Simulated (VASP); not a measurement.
A snapshot from molecular dynamics of Ta, step 111; the first frame, the perfect lattice, has an electronic free energy F (no ionic kinetic energy) of -11.833 eV/atom. The Γ point alone samples so small a cell crudely.

Here is the system:

```xyz
54
Lattice="9.9000 0.0000 0.0000 0.0000 9.9000 0.0000 0.0000 0.0000 9.9000" Properties=species:S:1:pos:R:3 pbc="T T T"
Ta     9.8715     0.0252     0.1670
Ta     3.3188     9.8559     0.0629
Ta     6.4836     0.2138     0.0760
Ta     9.8607     3.2587     0.0088
Ta     9.7832     9.7871     3.2155
Ta     1.5741     1.5400     1.7716
Ta     3.3124     3.3258     0.0034
Ta     3.0545     9.8195     3.2702
Ta     4.9122     1.7056     1.6513
Ta     6.6460     3.4192     0.0275
Ta     6.5535     0.1481     3.2717
Ta     8.1439     1.7266     1.5976
Ta     0.0147     6.5947     9.7572
Ta     0.0195     3.2375     3.2968
Ta     1.6149     5.0407     1.5691
Ta     3.3053     6.7351     9.8462
Ta     0.1111     0.0447     6.5714
Ta     1.6669     1.5185     4.7561
Ta     3.0909     3.3979     3.1209
Ta     5.2903     5.2528     1.5326
Ta     6.9467     6.6322     9.6800
Ta     3.3036     9.7668     6.7925
Ta     4.7132     1.4679     4.8585
Ta     6.5062     3.3352     3.1351
Ta     8.4072     5.1590     1.6585
Ta     6.4400     0.0884     6.5962
Ta     8.3295     1.6876     4.9660
Ta     9.7959     6.5412     3.6443
Ta     1.5459     8.0906     1.7351
Ta     0.1340     3.1151     6.6848
Ta     1.7025     4.8142     4.9471
Ta     3.3542     6.6442     3.4027
Ta     4.9636     8.2982     1.8705
Ta     1.6493     1.6619     8.2865
Ta     3.3541     3.2196     6.4654
Ta     4.9535     4.8577     4.8898
Ta     6.7338     6.7679     3.4479
Ta     8.1405     8.2354     1.5449
Ta     4.9834     1.7941     8.0915
Ta     6.6015     3.3215     6.4489
Ta     8.3364     4.7327     4.8971
Ta     8.1187     1.6192     8.0113
Ta     0.1684     6.3936     6.6825
Ta     1.6441     8.0125     5.0227
Ta     1.5579     4.7708     8.3911
Ta     3.3705     6.5182     6.7840
Ta     4.9522     8.3741     4.9241
Ta     5.0431     4.8125     8.1582
Ta     6.5152     6.6259     6.3780
Ta     8.3975     8.2874     5.2626
Ta     8.2530     4.9079     8.1292
Ta     1.6208     8.2431     8.4725
Ta     4.9639     8.3053     8.3890
Ta     8.2219     8.6010     8.2279
```

All values below come from PBE GGA, VASP's PBE PAW potentials (set 64) (plane waves; VASP). Settings: PREC = Normal, LREAL = Auto, ISYM = 0, EDIFF = 1E-5, 300 eV cut-off, 1×1×1 Γ-centred mesh, Fermi-Dirac smearing of 0.11 eV, potentials Ta.

Task: Give F per atom of this frame and the forces (eV/Å).

Result: -11.686 eV/atom.
| atom | Fx | Fy | Fz |
|---|---|---|---|
| Ta1 | -0.23 | 0.10 | -0.83 |
| Ta2 | -0.43 | 0.35 | 0.04 |
| Ta3 | 0.59 | -1.25 | -0.68 |
| Ta4 | 0.19 | 0.05 | -0.08 |
| Ta5 | 0.02 | -0.21 | 0.97 |
| Ta6 | -0.10 | 1.00 | -1.78 |
| Ta7 | 0.40 | 0.05 | -0.13 |
| Ta8 | 2.05 | -0.73 | 0.38 |
| Ta9 | -0.36 | 0.53 | -0.17 |
| Ta10 | -0.24 | -0.19 | -0.61 |
| Ta11 | 0.23 | -0.29 | -0.15 |
| Ta12 | 0.57 | -0.45 | 0.64 |
| Ta13 | -0.30 | 0.11 | 1.08 |
| Ta14 | -0.24 | 0.38 | -0.68 |
| Ta15 | 0.17 | -0.39 | 0.33 |
| Ta16 | 0.32 | -1.26 | 1.05 |
| Ta17 | -0.07 | -0.60 | 0.65 |
| Ta18 | -0.58 | 0.68 | 1.55 |
| Ta19 | 1.81 | -0.82 | 1.06 |
| Ta20 | -2.04 | -0.60 | 0.03 |
| Ta21 | -2.51 | 0.53 | 0.30 |
| Ta22 | -0.27 | 0.52 | -0.97 |
| Ta23 | 1.11 | 1.43 | 0.25 |
| Ta24 | 0.98 | -0.07 | 0.70 |
| Ta25 | -0.71 | -1.28 | -0.21 |
| Ta26 | 0.64 | -0.75 | -0.33 |
| Ta27 | -0.74 | -0.45 | -0.28 |
| Ta28 | 0.88 | 0.11 | -1.77 |
| Ta29 | 0.47 | 0.84 | -0.07 |
| Ta30 | -1.14 | 1.16 | -1.33 |
| Ta31 | 0.06 | 0.64 | 0.27 |
| Ta32 | -0.27 | -0.91 | -0.58 |
| Ta33 | -0.18 | 0.33 | -1.24 |
| Ta34 | 0.40 | -1.02 | 0.46 |
| Ta35 | -0.65 | 0.24 | 0.80 |
| Ta36 | -0.16 | 0.96 | -0.19 |
| Ta37 | -0.17 | -0.53 | -0.23 |
| Ta38 | 0.58 | 0.77 | 0.49 |
| Ta39 | -0.79 | -0.79 | 1.17 |
| Ta40 | -0.41 | -0.36 | -0.03 |
| Ta41 | -0.59 | 0.95 | 0.48 |
| Ta42 | 0.77 | 0.70 | 1.56 |
| Ta43 | -0.67 | 0.77 | -0.26 |
| Ta44 | -0.11 | 1.29 | 0.46 |
| Ta45 | 1.45 | 0.83 | -1.05 |
| Ta46 | -0.15 | -0.05 | -0.85 |
| Ta47 | -0.81 | -0.74 | 0.77 |
| Ta48 | -0.05 | 1.36 | 0.42 |
| Ta49 | 0.66 | -0.61 | 1.85 |
| Ta50 | -1.18 | -0.34 | -1.49 |
| Ta51 | 0.71 | -0.11 | 0.14 |
| Ta52 | 0.43 | 0.26 | -1.59 |
| Ta53 | 0.24 | -0.47 | -0.89 |
| Ta54 | 0.38 | -1.65 | 0.56 |

The cell is a supercell, built from Ta (bcc). Its lattice is the typed one, not relaxed at this level.
